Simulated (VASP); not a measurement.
A convergence study with VASP on CaSe (rock salt): one setting is varied, all else stays as given below, so the limit is that of these other settings.

```
CaSe
1.0
    0.00000     2.96000     2.96000
    2.96000     0.00000     2.96000
    2.96000     2.96000     0.00000
Ca Se
1 1
Direct
  0.00000   0.00000   0.00000
  0.50000   0.50000   0.50000
```

Method: PBE GGA, VASP's PBE PAW potentials (set 64) (plane waves; VASP 6.6.1). The tightest run used: 600 eV cut-off, 7×7×7 Γ-centred mesh, Gaussian smearing of 0.010 eV, potentials Ca_sv Se.

Problem. The settings run are ENCUT = 200; ENCUT = 300; ENCUT = 400; ENCUT = 500; ENCUT = 600. From which on does the mean ε∞ stay within 0.05  of the tightest run?

Solution. From ENCUT = 300 on: it is off by 0.00 there and by no more than 0.05 in any finer run, while ENCUT = 200 is off by 0.07.
```
setting      mean ε∞  highest Γ mode (cm⁻¹)  plane waves  difference judged ()
-----------  -------  ---------------------  -----------  --------------------
ENCUT = 200     5.65                  186.3          341                  0.07
ENCUT = 300     5.72                  178.6          623                  0.00
ENCUT = 400     5.72                  178.3          952                  0.00
ENCUT = 500     5.72                  178.2         1363                  0.00
ENCUT = 600     5.72                  178.6         1759                  0.00
```

Left out are rungs that failed or repeat a setting and relaxations that didn't move; long series are thinned to 24 rows.

The compound is CaSe in the rock salt structure. The cell was not relaxed at this level.
